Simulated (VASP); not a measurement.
# Ca3SbP (P4mm) in VASP: further runs

The runs below take Ca3SbP through single point, with LDA.

Everything below comes from runs of VASP 6.6.1. Logs are shortened: lines on timing, memory, paths and dates and some standing lists are left out, and cuts for length are marked.

## Step 1: The cell of the first run

It takes space group P4mm (No. 99, tetragonal). Conventional cell: a = 5.339 Å, b = 5.339 Å, c = 5.339 Å, α = 90.00°, β = 90.00°, γ = 90.00°. Ca (site symmetry 4mm) is surrounded by 2 P at 2.64 to 2.70 Å. Ca (site symmetry 2mm) has 2 P at 2.67 Å as nearest neighbours. Sb (site symmetry 4mm) is surrounded by 12 Ca at 3.55 to 4.01 Å. P (site symmetry 4mm) is surrounded by 6 Ca at 2.64 to 2.70 Å.

The cell comes from a database or a generator and needn't be the stable form of this composition.

## Step 2: Single point, LDA (mode 1 frozen in at -0.180 Å, equal normal strain along x, y and z +0.0167)

Contents of INCAR:

```
  ALGO = Fast
  EDIFF = 1E-6
  ENCUT = 520
  GGA = CA
  ISIF = 2
  ISMEAR = 0
  LASPH = True
  LCHARG = False
  LREAL = False
  LWAVE = False
  NBANDS = 28
  NELM = 80
  PREC = Accurate
  SIGMA = 0.05
```

Contents of KPOINTS:

```
k-points
0
Gamma
  6 6 6
```

Contents of POSCAR:

```
Ca3SbP
1.0
    5.3393199531      0.0000000000      0.0000000000
    0.0000000000      5.3393199531      0.0000000000
    0.0000000000      0.0000000000      5.3393199531
Ca Sb P
3 1 1
Direct
   -0.0086120789      0.5000000000      0.5000000000
    0.4657248486      0.0000000000      0.5000000000
    0.4657248486      0.5000000000      0.0000000000
    0.0263291015      0.0000000000      0.0000000000
    0.4963415017      0.5000000000      0.5000000000
```

Potentials or basis: VASP PAW LDA potentials, release 64 (Ca_sv, Sb, P).

The run is started by

```
cat potpaw_LDA.64/Ca_sv/POTCAR potpaw_LDA.64/Sb/POTCAR potpaw_LDA.64/P/POTCAR > POTCAR
mpirun -np 1 vasp_std > vasp.out
```

OUTCAR:

```text
EDIFF = 1E-6
   ENCUT = 520
   GGA = CA
   ISIF = 2
   ISMEAR = 0
   LASPH = True
   LREAL = False
   NELM = 80
   PREC = Accurate

 ion  position               nearest neighbor table
   1  0.991  0.500  0.500-   5 2.64   5 2.70
   2  0.466  0.000  0.500-   5 2.67   5 2.67
   3  0.466  0.500  0.000-   5 2.67   5 2.67
   4  0.026  0.000  0.000-
   5  0.496  0.500  0.500-   1 2.64   2 2.67   3 2.67   3 2.67   2 2.67   1 2.70

  LATTYP: Found a simple cubic cell.
 ALAT       =     5.3393199531

  Lattice vectors:

 A1 = (   5.3393199531,   0.0000000000,   0.0000000000)
 A2 = (   0.0000000000,   5.3393199531,   0.0000000000)
 A3 = (   0.0000000000,   0.0000000000,   5.3393199531)

Analysis of symmetry for initial positions (statically):
=====================================================================
 Subroutine PRICEL returns:
 Original cell was already a primitive cell.

 Routine SETGRP: Setting up the symmetry group for a
 simple cubic supercell.

 Subroutine GETGRP returns: Found  8 space group operations
 (whereof  8 operations were pure point group operations)
 out of a pool of 48 trial point group operations.

The static configuration has the point symmetry C_4v.

Analysis of symmetry for dynamics (positions and initial velocities):
=====================================================================
 Subroutine PRICEL returns:
 Original cell was already a primitive cell.

 Routine SETGRP: Setting up the symmetry group for a
 simple cubic supercell.

 Subroutine GETGRP returns: Found  8 space group operations
 (whereof  8 operations were pure point group operations)
 out of a pool of 48 trial point group operations.

The dynamic configuration has the point symmetry C_4v.

 Subroutine INISYM returns: Found  8 space group operations
 (whereof  8 operations are pure point group operations),
 and found     1 'primitive' translations

----------------------------------------------------------------------------------------

                                     Primitive cell

  volume of cell :     152.2151

  direct lattice vectors                    reciprocal lattice vectors
     5.339319953  0.000000000  0.000000000     0.187289769  0.000000000  0.000000000
     0.000000000  5.339319953  0.000000000     0.000000000  0.187289769  0.000000000
     0.000000000  0.000000000  5.339319953     0.000000000  0.000000000  0.187289769

  length of vectors
     5.339319953  5.339319953  5.339319953     0.187289769  0.187289769  0.187289769

  position of ions in fractional coordinates (direct lattice)
     0.991387921  0.500000000  0.500000000
     0.465724849  0.000000000  0.500000000
     0.465724849  0.500000000  0.000000000
     0.026329101  0.000000000  0.000000000
     0.496341502  0.500000000  0.500000000

  ion indices of the primitive-cell ions
   primitive index   ion index
                 1           1
                 2           2
                 3           3
                 4           4
                 5           5

----------------------------------------------------------------------------------------

 KPOINTS: k-points

Automatic generation of k-mesh.
 Grid dimensions read from file:
 generate k-points for:    6    6    6

 Generating k-lattice:

  Cartesian coordinates                     Fractional coordinates (reciprocal lattice)
     0.031214961  0.000000000  0.000000000     0.166666667  0.000000000  0.000000000
     0.000000000  0.031214961  0.000000000     0.000000000  0.166666667  0.000000000
     0.000000000  0.000000000  0.031214961     0.000000000  0.000000000  0.166666667

  Length of vectors
     0.031214961  0.031214961  0.031214961

  Shift w.r.t. Gamma in fractional coordinates (k-lattice)
     0.000000000  0.000000000  0.000000000

 Subroutine IBZKPT returns following result:
 ===========================================

 Found     40 irreducible k-points:

 Following reciprocal coordinates:
            Coordinates               Weight
  0.000000  0.000000  0.000000      1.000000
  0.166667  0.000000  0.000000      2.000000
  0.000000  0.166667  0.000000      4.000000
  0.333333  0.000000  0.000000      2.000000
  0.000000  0.333333  0.000000      4.000000
  0.500000  0.000000  0.000000      1.000000
[... 16 lines left out ...]
  0.166667  0.166667  0.166667      8.000000
  0.333333  0.166667  0.166667      8.000000
 [... further k-points ...]
   k-points           NKPTS =     40   k-points in BZ     NKDIM =     40   number of bands    NBANDS=     28
   number of dos      NEDOS =    301   number of ions     NIONS =      5
   total plane-waves  NPLWV =  64000
   dimension x,y,z NGX =    40 NGY =   40 NGZ =   40
   dimension x,y,z NGXF=    80 NGYF=   80 NGZF=   80
   ions per type =               3   1   1
   NGX,Y,Z   is equivalent  to a cutoff of  12.45, 12.45, 12.45 a.u.
   NGXF,Y,Z  is equivalent  to a cutoff of  24.91, 24.91, 24.91 a.u.
 SYSTEM =  unknown system
   PREC   = accura    normal or accurate (medium, high low for compatibility)
   ISTART =      0    job   : 0-new  1-cont  2-samecut
   ICHARG =      2    charge: 1-file 2-atom 10-const
   ISPIN  =      1    spin polarized calculation?
   LNONCOLLINEAR =      F non collinear calculations
   LSORBIT =      F    spin-orbit coupling
   LASPH  =      T    aspherical Exc in radial PAW
   ENCUT  =  520.0 eV  38.22 Ry    6.18 a.u.   9.93  9.93  9.93*2*pi/ulx,y,z
   NELM   =     80;   NELMIN=  2; NELMDL= -5     # of ELM steps
   EDIFF  = 0.1E-05   stopping-criterion for ELM
   LREAL  =      F    real-space projection
   EDIFFG = 0.1E-04   stopping-criterion for IOM
   NSW    =      0    number of steps for IOM
   IBRION =     -1    ionic relax: 0-MD 1-quasi-New 2-CG
   NFREE  =      0    steps in history (QN), initial steepest desc. (CG)
   ISIF   =      2    stress and relaxation
   ISYM   =      2    0-nonsym 1-usesym 2-fastsym
   POTIM  = 0.5000    time-step for ionic-motion
   TEBEG  =    0.0;   TEEND  =   0.0 temperature during run
   PSTRESS=    0.0 pullay stress
   NELECT =      40.0000    total number of electrons
   NUPDOWN=      -1.0000    fix difference up-down
   EMIN   =  10.00;   EMAX   =-10.00  energy-range for DOS
   EFERMI =   0.00;   METHOD = LEGACY
   ISMEAR =     0;   SIGMA  =   0.05  broadening in eV -4-tet -1-fermi 0-gaus
   EFERMI_NEDOS =   21; number of points for ismear=-14 and -15
   IALGO  =     68    algorithm
   IMIX   =      4    mixing-type and parameters
     AMIX     =   0.40;   BMIX     =  1.00
     AMIX_MAG =   1.60;   BMIX_MAG =  1.00
  volume/ion in A,a.u.               =      30.44       205.44
  Fermi-wavevector in a.u.,A,eV,Ry     =   1.048598  1.981562 14.960382  1.099557
  Thomas-Fermi vector in A             =   2.183526
   LORBIT       =      0    0 simple, 1 ext, 2 COOP (PROOUT), +10 PAW based schemes
   GGA     = CA    functional components
   LHFCALC =     F    Hartree Fock is set to
   AEXX    =    0.0000 exact exchange contribution
   IVDW    =     0    specifies the selected vdW correction
   LEPSILON=     F    determine dielectric tensor
   LRPA    =     F    only Hartree local field effects (RPA)
 non-spin polarized calculation
 RMM-DIIS sequential band-by-band and
 Gauss-broadening in eV      SIGMA  =   0.05
  energy-cutoff  :      520.00
  volume of cell :      152.22
 maximum number of plane-waves:      4116
 NGX is ok and might be reduce to    40
   NGX = 19   NGY = 19   NGZ = 19

 number of electron      39.9999991 magnetization

 Free energy of the ion-electron system (eV)
  ---------------------------------------------------
  ext. energy  EPLUGINS =         0.00000000
  ---------------------------------------------------
  free energy    TOTEN  =       -22.59066730 eV

  energy without entropy =      -22.59066730  energy(sigma->0) =      -22.59066730

 E-fermi :   3.4994     XC(G=0):  -8.9161

 val. band max:        3.2280355468   @ k =   0.0000   0.0000   0.0000
 cond. band min:       3.9412046585   @ k =   0.0000   0.0000   0.0000
 fundamental gap:      0.7131691117
 Fermi energy:         3.4994165738

 k-point     1 :       0.0000    0.0000    0.0000
  band No.  band energies     occupation
      1     -37.2673      2.00000
      2     -37.1970      2.00000
      3     -37.1816      2.00000
      4     -18.6613      2.00000
      5     -18.6613      2.00000
      6     -18.6523      2.00000
[... 20 lines left out ...]
     27       6.9042      0.00000
     28       6.9107      0.00000

 k-point     2 :       0.1667    0.0000    0.0000
  band No.  band energies     occupation
      1     -37.2667      2.00000
      2     -37.1976      2.00000
      3     -37.1816      2.00000
      4     -18.6551      2.00000
      5     -18.6551      2.00000
      6     -18.6441      2.00000
[... 20 lines left out ...]
     27       6.9003      0.00000
     28       7.1179      0.00000

 k-point     3 :       0.0000    0.1667    0.0000
  band No.  band energies     occupation
      1     -37.2669      2.00000
      2     -37.1961      2.00000
      3     -37.1828      2.00000
      4     -18.6584      2.00000
      5     -18.6557      2.00000
      6     -18.6463      2.00000
[... 20 lines left out ...]
     27       6.7938      0.00000
     28       6.9292      0.00000

 k-point     4 :       0.3333    0.0000    0.0000
  band No.  band energies     occupation
      1     -37.2654      2.00000
      2     -37.1987      2.00000
      3     -37.1816      2.00000
      4     -18.6404      2.00000
      5     -18.6404      2.00000
      6     -18.6202      2.00000
[... 578 lines left out ...]
     27       6.6725      0.00000
     28       7.2296      0.00000

 k-point    23 :       0.1667    0.1667    0.1667
  band No.  band energies     occupation
      1     -37.2661      2.00000
      2     -37.1958      2.00000
      3     -37.1838      2.00000
      4     -18.6657      2.00000
      5     -18.6470      2.00000
      6     -18.6246      2.00000
[... 20 lines left out ...]
     27       6.8818      0.00000
     28       6.9007      0.00000

 k-point    24 :       0.3333    0.1667    0.1667
  band No.  band energies     occupation
      1     -37.2651      2.00000
      2     -37.1967      2.00000
      3     -37.1838      2.00000
      4     -18.6630      2.00000
      5     -18.6426      2.00000
      6     -18.6176      2.00000
[... 20 lines left out ...]
     27       6.6541      0.00000
     28       6.9082      0.00000

 [... further k-points ...]

------------------------ aborting loop because EDIFF is reached ----------------------------------------

  FORCE on cell =-STRESS in cart. coord.  units (eV):
  Direction    XX          YY          ZZ          XY          YZ          ZX
  --------------------------------------------------------------------------------------
  -------------------------------------------------------------------------------------
  Total       -1.1145574     -1.7833570     -1.7833570      0.0000000      0.0000000      0.0000000
  in kB      -11.7315440    -18.7711563    -18.7711563      0.0000000      0.0000000      0.0000000
  external PRESSURE =     -16.4246189 kB  Pullay stress =       0.0000000 kB

 VOLUME and BASIS-vectors are now :
 -----------------------------------------------------------------------------
  energy-cutoff  :      520.00
  volume of cell :      152.22
      direct lattice vectors                 reciprocal lattice vectors
     5.339319953  0.000000000  0.000000000     0.187289769  0.000000000  0.000000000
     0.000000000  5.339319953  0.000000000     0.000000000  0.187289769  0.000000000
     0.000000000  0.000000000  5.339319953     0.000000000  0.000000000  0.187289769

 POSITION                                       TOTAL-FORCE (eV/Angst)
 -----------------------------------------------------------------------------------
      5.29334      2.66966      2.66966         0.000898      0.000000      0.000000
      2.48665      0.00000      2.66966        -0.014174     -0.000000     -0.000000
      2.48665      2.66966      0.00000        -0.014174      0.000000      0.000000
      0.14058      0.00000      0.00000         0.074372      0.000000     -0.000000
      2.65013      2.66966      2.66966        -0.046922      0.000000      0.000000
 -----------------------------------------------------------------------------------
    total drift:                               -0.002038     -0.000000     -0.000000

  FREE ENERGIE OF THE ION-ELECTRON SYSTEM (eV)
  ---------------------------------------------------
  free  energy   TOTEN  =       -22.5906672955 eV

  energy  without entropy=      -22.5906672955  energy(sigma->0) =      -22.59066730
```

Wall time 5.1 min (1 thread of Intel Xeon Platinum 8375C at 2.90GHz (Ice Lake), shared host); peak memory 0.3 GiB.

What came out:

| Property | Result |
| --- | --- |
| Free energy | -22.5907 eV |
| Pressure | -1.6 GPa |
| Largest force | 0.074 eV/Å |
| Band gap on the k mesh | 0.71 eV, direct |

Forces in eV/Å, atoms in the order of the input:
```
Ca   0.001  0.000  0.000
Ca  -0.014  0.000  0.000
Ca  -0.014  0.000  0.000
Sb   0.074  0.000  0.000
P   -0.047  0.000  0.000
```

Levels at points of the mesh, in eV from the valence-band top:
```csv
k point,band 18,band 19,band 20,band 21,band 22,band 23
"(0.00, 0.00, 0.00)",-0.06,0.00,0.00,0.71,0.77,1.03
"(0.50, 0.00, 0.00)",-1.55,-0.90,-0.90,1.37,1.59,1.77
"(0.00, 0.50, 0.00)",-1.53,-0.91,-0.83,1.35,1.61,1.78
"(0.50, 0.50, 0.00)",-1.19,-1.13,-0.87,1.83,1.89,1.92
"(0.00, 0.50, 0.50)",-1.15,-1.15,-0.75,1.79,1.79,1.86
"(0.50, 0.50, 0.50)",-1.54,-1.54,-1.49,2.00,2.07,2.07
```

Caveat: spin-orbit coupling is left out, which moves the levels of the heavy elements. A k mesh can miss the band edges.

## Step 3: Single point, LDA (mode 1 frozen in at -0.240 Å, equal normal strain along x, y and z -0.0167)

Contents of INCAR:

```
PREC = Accurate
ENCUT = 520
EDIFF = 1E-6
ISMEAR = 0
SIGMA = 0.05
LREAL = False
LASPH = True
NELM = 100
ALGO = Fast
ISIF = 2
LWAVE = False
LCHARG = True
GGA = CA
LELF = True
LVHAR = True
NBANDS = 28
```

Contents of KPOINTS:

```
Automatic mesh
0
Gamma
  6 6 6
```

Contents of POSCAR:

```
Ca3SbP
1.0
    5.1639159141      0.0000000000      0.0000000000
    0.0000000000      5.1639159141      0.0000000000
    0.0000000000      0.0000000000      5.1639159141
Ca Sb P
3 1 1
Direct
   -0.0114827719      0.5000000000      0.5000000000
    0.4542997981      0.0000000000      0.5000000000
    0.4542997981      0.5000000000      0.0000000000
    0.0351054686      0.0000000000      0.0000000000
    0.4951220023      0.5000000000      0.5000000000
```

Potentials or basis: VASP PAW LDA potentials, release 64 (Ca_sv, Sb, P).

The run is started by

```
cat potpaw_LDA.64/Ca_sv/POTCAR potpaw_LDA.64/Sb/POTCAR potpaw_LDA.64/P/POTCAR > POTCAR
mpirun -np 1 vasp_std > vasp.out
```

Wall time 4.8 min (1 thread of Intel Xeon Platinum 8375C at 2.90GHz (Ice Lake), shared host); peak memory 0.29 GiB.

It converged, with:

```yaml
Free_energy: -22.5257 eV
Pressure: 3.3 GPa
Largest_force: 0.188 eV/Å
Band_gap_on_the_k_mesh: 0.74 eV, direct
```

Forces on the atoms (eV/Å):
```
Ca  -0.008  0.000  0.000
Ca   0.113  0.000  0.000
Ca   0.113  0.000  0.000
Sb  -0.188  0.000  0.000
P   -0.030  0.000  0.000
```

Stress tensor (GPa, compression positive):
```
4.17 0.00 0.00
0.00 2.80 0.00
0.00 0.00 2.80
```

Levels at points of the mesh, in eV from the valence-band top:
```tsv
k point	band 18	band 19	band 20	band 21	band 22	band 23
(0.00, 0.00, 0.00)	-0.06	0.00	0.00	0.74	1.04	1.19
(0.50, 0.00, 0.00)	-1.42	-0.97	-0.97	1.37	1.67	2.08
(0.00, 0.50, 0.00)	-1.38	-1.01	-0.86	1.35	1.68	2.06
(0.50, 0.50, 0.00)	-1.27	-1.18	-0.98	1.93	2.04	2.20
(0.00, 0.50, 0.50)	-1.19	-1.19	-0.76	1.86	1.86	2.11
(0.50, 0.50, 0.50)	-1.61	-1.61	-1.52	2.15	2.27	2.27
```

Caveat: spin-orbit coupling is left out, which moves the levels of the heavy elements. A k mesh can miss the band edges.
